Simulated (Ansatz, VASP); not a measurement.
# BaNaLaWO6 in two plane-wave programs, part 2 of 2

One calculation is typed for both programs; each brings its own data sets. How far apart do they land? The cell is taken from a series of runs on this material, whose earlier steps may have relaxed, scaled, displaced or heated it; both programs get it as it stands.

VASP 6.6.1 and Ansatz 0.2.0.

So far: Set-up; VASP: G0W0 gap, PBE, DFT+U.

## Step 3: Ansatz: G0W0 gap, PBE, DFT+U

Level of this step: Ansatz beside VASP: Kohn-Sham DFT, plane waves, PBE, DFT+U (Ansatz).

Ansatz runs on its PAW soft_1 files.

The same cell, functional and mesh now go to Ansatz, which takes its cutoff from its data sets.

File input.yaml:

```yaml
crystal:
  lattice:
    - [0.0, 4.32373871, 4.32373871]
    - [4.32373871, 0.0, 4.32373871]
    - [4.32373871, 4.32373871, 0.0]
  atoms:
    - { symbol: Na, position: [0.75, 0.75, 0.75] }
    - { symbol: Ba, position: [0.25, 0.25, 0.25] }
    - { symbol: La, position: [0.0, 0.0, 0.0] }
    - { symbol: W, position: [0.5, 0.5, 0.5] }
    - { symbol: O, position: [0.7244845028, 0.2755154972, 0.2755154972] }
    - { symbol: O, position: [0.2755154972, 0.7244845028, 0.7244845028] }
    - { symbol: O, position: [0.7244845028, 0.7244845028, 0.2755154972] }
    - { symbol: O, position: [0.2755154972, 0.2755154972, 0.7244845028] }
    - { symbol: O, position: [0.2755154972, 0.7244845028, 0.2755154972] }
    - { symbol: O, position: [0.7244845028, 0.2755154972, 0.7244845028] }
kpoints:
  mp_grid: { grid: [2, 2, 2] }
hamiltonian:
  xc: pbe
  hubbard:
    projectors: ortho-atomic
    sites: [{ species: W, l: d, u_eff: 2.0 }]
  pseudopotentials: { kind: paw, azcp: { folder: soft_1 } }
scf:
  occupations: { method: fixed }
gw:
  n_empty_bands: 674
  ecut_chi: 150.0
  qp_bands: [v3, c3]
  qp_kpoints: band_edges
  screening: { model: contour_deformation }
```

Launch:

```sh
> ansatz run input.yaml --threads 2 --pin off --max-ram 92160MiB --backend cuda --events-out ev --progress --plain --runs-dir out --devices 1 --max-vram 13GiB
```

Numbers of over 12 decimals in the logs are rounded to 6 here.

What it wrote:

```text
GPUs: using 1 of 1 available (devices: 1).
Engine: ansatz 0.2.0, x86_64-unknown-linux-gnu
Pseudopotentials: kind: paw
Pseudopotential: Na, paw, valence charge 9, recommended cutoff 420 eV (normal), soft_1/Na.paw.azcp
Pseudopotential: Ba, paw, valence charge 10, recommended cutoff 420 eV (normal), soft_1/Ba.paw.azcp
Pseudopotential: La, paw, valence charge 11, recommended cutoff 420 eV (normal), soft_1/La.paw.azcp
Pseudopotential: W, paw, valence charge 14, recommended cutoff 420 eV (normal), soft_1/W.paw.azcp
Pseudopotential: O, paw, valence charge 6, recommended cutoff 420 eV (normal), soft_1/O.paw.azcp
Functional definition: PBE
  parameter kappa = 0.804
  parameter beta = 0.066725
  exchange = pbe_x(kappa = kappa, mu = beta*pi^2/3)
  correlation = pbe_c(beta = beta)
device memory: the entry about to start is reckoned to put 2.4 GiB on a device that reports 27.4 GiB free (of which the cap on the GPU budget leaves the run 13.0 GiB)
GPU FFT provider: cuFFT
GPU libraries: cuBLAS 13.8.2, cuFFT 12.4.0, cuSOLVER 12.3.4
Crystal: 10 atoms, lattice volume = 161.662 Å³
Basis set: ecut = 420 eV, 3143 PW (Γ)
Bands: 50, of which v1, the nominal top of the filled ones, is band 40 counted from 1 (39 counted from 0)
Symmetry: 24 space group operations
Space group: F-43m (ITA 216), of the structure as read, at distance tolerance 5.4e-5 Å
k-points: 3 of 8
Non-local potential: Na, projectors of the file, l = 0: 3, l = 1: 2, l = 2: 1
Non-local potential: Ba, projectors of the file, l = 0: 3, l = 1: 2, l = 2: 2, l = 3: 2
Non-local potential: La, projectors of the file, l = 0: 3, l = 1: 2, l = 2: 2, l = 3: 3
Non-local potential: W, projectors of the file, l = 0: 3, l = 1: 2, l = 2: 2, l = 3: 1
Non-local potential: O, projectors of the file, l = 0: 2, l = 1: 2, l = 2: 1
PAW form: soft (Blöchl's): semilocal exchange-correlation on the pseudo side does not see the compensation charge
PAW one-centre angular grid: Na, 110 points (default); XC on 64 Gauss nodes
PAW one-centre angular grid: Ba, 194 points (default); XC on 64 Gauss nodes
PAW one-centre angular grid: La, 590 points (default); XC on 64 Gauss nodes
PAW one-centre angular grid: W, 590 points (default); XC on 64 Gauss nodes
PAW one-centre angular grid: O, 110 points (default); XC on 64 Gauss nodes
Initial density: superposition of atomic densities (chi_scale 0.1, normalization cell, long waves of neutral atoms under a Hubbard term (reshape's long-wave potential 0.02 eV rms, cloud 2.81 Å wide))
Initial wavefunctions: pseudopotential atomic-orbital guess
GPU buffer pool allocated for 91125 grid points (all kernels)
GPU transforms: local potential and band sums: pruned to the plane-wave sphere, on 45×45×45
Functional: x = pbe(κ = 0.804, μ = 0.219515), c = pbe(β = 0.066725)
SCF iter   1: F=—  HF=-27495.007885 eV  |F-HF|=—  |Δ(HF+E_count)|=         —  Δρ=1.00e-1  dr2=5.02e1  ethr=3.10e-3  ⟨swp⟩=4.0  Hψ=470  notcnv=0  defer=11
preconditioner: auto → Resta (q_TF=auto, 2.426 Å⁻¹)  ε∞=6.5  [insulator: Δε(μ)=1.127 eV  Ē_g=9.629 eV  n_scr=50 (ndim 8)  ℏωp=22.6 eV  f_vac=0.000  ε∞_Penn≈6.5]
SCF iter   2: F=—  HF=-27486.650333 eV  |F-HF|=—  |Δ(HF+E_count)|=    8.36e0  Δρ=4.49e-2  dr2=4.36e0  ethr=3.10e-3  ⟨swp⟩=4.7  Hψ=395  notcnv=0  defer=18
SCF iter   3: F=—  HF=-27485.851886 eV  |F-HF|=—  |Δ(HF+E_count)|=   7.98e-1  Δρ=2.45e-2  dr2=7.37e-1  ethr=3.10e-3  ⟨swp⟩=3.3  Hψ=259  notcnv=0  defer=21
SCF iter   4: F=—  HF=-27485.765438 eV  |F-HF|=—  |Δ(HF+E_count)|=   8.64e-2  Δρ=1.02e-2  dr2=2.17e-1  ethr=9.21e-4  ⟨swp⟩=2.7  Hψ=220  notcnv=0  defer=21
SCF iter   5: F=—  HF=-27485.756745 eV  |F-HF|=—  |Δ(HF+E_count)|=   8.69e-3  Δρ=2.89e-3  dr2=2.85e-2  ethr=2.71e-4  ⟨swp⟩=3.0  Hψ=224  notcnv=0  defer=22
SCF iter   6: F=—  HF=-27485.761920 eV  |F-HF|=—  |Δ(HF+E_count)|=   5.18e-3  Δρ=8.37e-4  dr2=3.10e-3  ethr=3.56e-5  ⟨swp⟩=2.0  Hψ=253  notcnv=0  defer=23
SCF iter   7: F=—  HF=-27485.761909 eV  |F-HF|=—  |Δ(HF+E_count)|=   1.10e-5  Δρ=3.45e-4  dr2=4.63e-4  ethr=3.88e-6  ⟨swp⟩=3.7  Hψ=261  notcnv=0  defer=21
SCF iter   8: F=—  HF=-27485.761796 eV  |F-HF|=—  |Δ(HF+E_count)|=   1.13e-4  Δρ=1.94e-4  dr2=9.85e-5  ethr=5.79e-7  ⟨swp⟩=2.7  Hψ=241  notcnv=0  defer=21
SCF iter   9: F=—  HF=-27485.761777 eV  |F-HF|=—  |Δ(HF+E_count)|=   1.86e-5  Δρ=5.74e-5  dr2=6.93e-6  ethr=1.23e-7  ⟨swp⟩=2.0  Hψ=233  notcnv=0  defer=21
SCF iter  10: F=—  HF=-27485.761778 eV  |F-HF|=—  |Δ(HF+E_count)|=   9.25e-7  Δρ=1.71e-5  dr2=3.77e-7  ethr=8.66e-9  ⟨swp⟩=2.0  Hψ=245  notcnv=0  defer=22
SCF iter  11: F=-27485.761778 eV  HF=-27485.761778 eV  |F-HF|=3.12e-8  |Δ(HF+E_count)|=   9.07e-8  Δρ=3.81e-6  dr2=3.75e-8  ethr=1.25e-10  ⟨swp⟩=14.0  Hψ=749  notcnv=0
SCF 1 converged in 11 iterations: F = -27485.761778 eV  dr2 = 3.75e-8
  greatest PAW one-centre occupation: 1.000 electrons in one spin orbital (limit 2), on the W atom at site 3 (counted from 0), in its partial waves of l = 0
device memory: the entry about to start is reckoned to put 3.0 GiB on a device that reports 25.5 GiB free (of which the cap on the GPU budget leaves the run 13.0 GiB)
NSCF: frozen V_eff on 3 k-points
the band table was solved once the SCF had ended and its energy, with any forces and stress, was formed, with the checks that follow a solve (424 applications of the Hamiltonian). They found nothing against the state; the energy, forces and stress were not computed again (output.eigenvalues in the input reference)
device memory: the entry about to start is reckoned to put 4.0 GiB on a device that reports 25.5 GiB free (of which the cap on the GPU budget leaves the run 13.0 GiB)
NSCF: frozen V_eff on 3 k-points
G₀W₀ screening: q 1/3
[... further progress lines ...]
device memory: the entry about to start is reckoned to put 1.1 GiB on a device that reports 24.9 GiB free (of which the cap on the GPU budget leaves the run 13.0 GiB)
NSCF: frozen V_eff on 1 k-points
device memory: the entry about to start is reckoned to put 1.1 GiB on a device that reports 24.9 GiB free (of which the cap on the GPU budget leaves the run 13.0 GiB)
NSCF: frozen V_eff on 1 k-points
SCF converged after 11 iterations
Free energy (F): -27485.761778 eV
Harris-Foulkes:  -27485.761778 eV  (|F-HF|=3.12e-8)
Internal energy: -27485.761778 eV  (E = F + TS)
E sigma→0 (E₀):  -27485.761778 eV
Fermi energy:    7.411773 eV
--- Per-component energies (eV) ---
  E_band       = -554.600681
  E_kinetic    = 1882.885307
  E_local      = -5600.051245  (includes V_loc(G=0)·N_el)
  E_nonlocal   = 746.407235
  E_hartree    = 2074.261132
  E_xc         = -1075.565314
  E_vxc        = -1099.996814  (∫ρ·V_xc dr)
  E_hubbard    = 2.322071  (on-site DFT+U / exact-exchange correction)
  E_vhub       = 0.948312  (the Hubbard potential's part of the band-sum identity)
  E_paw        = -20457.335622  (= ΣΔE_a)
  E_vpaw       = -633.320811  (= ΣTr[D̂ρ^β])
  E_aug_tail   = 0.004670  (compensation charges beyond the density's cutoff)
  E_ewald      = -5058.690013
  E_smearing   = -0.000000  (= −TS)
  E_closure    = 0.000000  (closes the sum)
  Σ components = -27485.761778   (vs F -27485.761778, Δ=0.00e0)
--- Band table (eV) ---
  k-point 0: bands = [... 36 lower, 6.8293, 7.4118, 7.4118, 7.4118, 10.1276, 10.1276, 10.1276, 11.3828, ... 6 higher]
  k-point 1: bands = [... 36 lower, 6.6205, 7.0653, 7.0653, 7.1280, 10.7808, 10.8921, 10.8921, 12.5120, ... 6 higher]
  k-point 2: bands = [... 36 lower, 6.8017, 6.8870, 6.8870, 7.3907, 9.9651, 11.4305, 11.4305, 12.5222, ... 6 higher]
Occupation matrices written to <dir>
--- G₀W₀: contour deformation, 7 samples at zero and on the imaginary axis and 1 off it, 8 q-points, 674 empty bands' worth ---
  eigenvalues of the whole cell's RPA ε∞ on this k-mesh (on a slab, of 1 + 4πα/V) = 4.8340, 4.8340, 4.8340; static W/v taken at q = 0 is 0.206868
  gw.qp_kpoints: band_edges: 3 of 3 stored k-points solved, in 1 pass; an edge of the gap read off the rows below is read off those points alone
    ik  band        ε_KS         Σx   Σc(E_QP)       V_xc       Z   E_QP_lin       E_QP  E_QP is
     0    38      7.4118   -25.6287     4.5892   -20.4743  0.7184     6.8404     6.8466  root
     0    39      7.4118   -25.6287     4.5892   -20.4743  0.7184     6.8404     6.8466  root
     0    40      7.4118   -25.6287     4.5892   -20.4743  0.7184     6.8404     6.8466  root
     0    41     10.1276   -12.5781    -4.3863   -17.4781  0.7824    10.6448    10.6413  root
     0    42     10.1276   -12.5781    -4.3863   -17.4781  0.7824    10.6448    10.6413  root
     0    43     10.1276   -12.5781    -4.3863   -17.4781  0.7824    10.6448    10.6413  root
     1    38      7.0653   -24.9660     4.5218   -19.8418  0.7184     6.4554     6.4629  root
     1    39      7.0653   -24.9660     4.5218   -19.8418  0.7184     6.4554     6.4629  root
     1    40      7.1280   -25.1858     4.5770   -20.0265  0.7165     6.5387     6.5457  root
     1    41     10.7808   -14.1126    -4.7515   -19.6131  0.7693    11.5385    11.5299  root
     1    42     10.8921   -14.8762    -4.8007   -20.5629  0.7630    11.7905    11.7779  root
     1    43     10.8921   -14.8762    -4.8007   -20.5629  0.7630    11.7905    11.7779  root
     2    38      6.8870   -26.3512     4.3371   -21.4319  0.7344     6.2985     6.3048  root
     2    39      6.8870   -26.3512     4.3371   -21.4319  0.7344     6.2985     6.3048  root
     2    40      7.3907   -25.5556     4.5802   -20.4048  0.7185     6.8138     6.8202  root
     2    41      9.9651   -12.2056    -4.5230   -17.2230  0.7860    10.4628    10.4595  root
     2    42     11.4305   -16.4801    -4.6188   -21.8536  0.7482    12.1949    12.1852  root
     2    43     11.4305   -16.4801    -4.6188   -21.8536  0.7482    12.1949    12.1852  root
```

Reading the cycles: dr2 is the Hartree energy of the density residual (eV), the measure of convergence; HF is the Harris–Foulkes estimate of the energy, which meets the free energy F at convergence.

## Step 4: Comparison

Known differences besides the potentials themselves: U acts on the PAW sphere in VASP and on atomic orbitals in Ansatz, so only states and trends compare; fixed occupations in Ansatz, narrow Gaussian smearing in VASP; the cutoff is 420 eV in Ansatz and 440 eV in VASP; Ansatz integrates over frequency by contour deformation, VASP on a grid of NOMEGA points; Ansatz's G0W0 levels solve the quasiparticle equation, VASP's are linearised. Total energies have different zeros and are not compared.

Compared:

| quantity | Ansatz | VASP | difference |
| --- | --- | --- | --- |
| G0W0 gap on the mesh (eV) | 3.61 | 3.74 | -0.13 |
| Kohn-Sham gap under it (eV) | 2.55 | 2.62 | -0.07 |

## Step 5: Outcome

```
difference in G0W0 gap on the mesh (G0W0 gap, PBE, DFT+U) : -0.13 eV
```

**Reading.** The difference in G0W0 gap on the mesh is -0.13 eV (G0W0 gap, PBE, DFT+U). How closely two codes agree says nothing of how well the functional describes the real material.

[Lines on the potential files, build, host, timing and source positions are cut from VASP's logs without a mark.]

[Logs are printed without paths, hosts, clocks, repeated set-up lines and the standing remarks that a program may print on its own settings, such as how far it seeks lower states.]

[Hosts, paths, dates, database ids (printed as entryN), source tags and the programs' standing remarks are cut or masked in the printed files.]
